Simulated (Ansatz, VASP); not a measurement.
## Two plane-wave programs on Cs3Ge2S3

```
Cs Ge S
1.0
     6.54670    0.00000    0.00000
     0.00000    6.54670    0.00000
     0.00000    0.00000    6.54670
Cs Ge S
3 2 3
Direct
  0.50000 0.00000 0.00000
  0.00000 0.50000 0.00000
  0.00000 0.00000 0.50000
  0.50000 0.50000 0.50000
  0.00000 0.00000 0.00000
  0.00000 0.50000 0.50000
  0.50000 0.00000 0.50000
  0.50000 0.50000 0.00000
```

Alike in both runs: functional PBE; k mesh 4 × 4 × 4; occupations gaussian, width 0.1 eV; no spin polarisation.

Ansatz relaxed the structure, and its values are those at the end. VASP's run is a single point on that final structure, the one shown.

|  | VASP | Ansatz |
| --- | --- | --- |
| version | VASP 6.6.1 | Ansatz 0.2.0 |
| potentials or method | VASP PAW PBE potentials, release 64 (Cs_sv, Ge_d, S) | scalar-relativistic, plane waves, PAW |
| plane-wave cutoff (eV) | 520 | 420 |
| valence electrons in the cell | 73 | 73 |

Ansatz gave:

- gap on the k mesh at the Fermi level (eV): none
- pressure (GPa): 0.3

What did VASP give for the same quantities?

gap on the k mesh at the Fermi level (eV): none; pressure (GPa): 0.4.

A gap of «none» marks a metal or a gap that the smearing closes.

The runs have no spin-orbit coupling, so splittings on Cs are missing.
